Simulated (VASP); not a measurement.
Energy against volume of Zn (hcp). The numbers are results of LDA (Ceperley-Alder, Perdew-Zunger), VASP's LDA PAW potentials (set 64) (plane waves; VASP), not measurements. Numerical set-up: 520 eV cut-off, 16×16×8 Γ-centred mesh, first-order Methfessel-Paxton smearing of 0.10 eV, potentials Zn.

Shape and ions are relaxed at each volume.

| V (Å³/atom) | E (eV/atom) |
|---|---|
| 12.700 | -1.86054 |
| 13.106 | -1.87667 |
| 13.511 | -1.88352 |
| 13.916 | -1.88230 |

Problem. Fit these four points and predict the energy of the run at 14.322 Å³/atom.

Solution. A cubic in V^(−2/3), the third-order Birch-Murnaghan form, passes through the four points with V0 = 13.65 Å³/atom and B0 = 103 GPa, and gives -1.8740 eV/atom there. The run gave -1.8742 eV/atom, -0.3 meV/atom from the fit; all five points give B0 = 101 GPa.

The compound is Zn in the hcp structure. It was relaxed first, which changed the volume by -10 %.
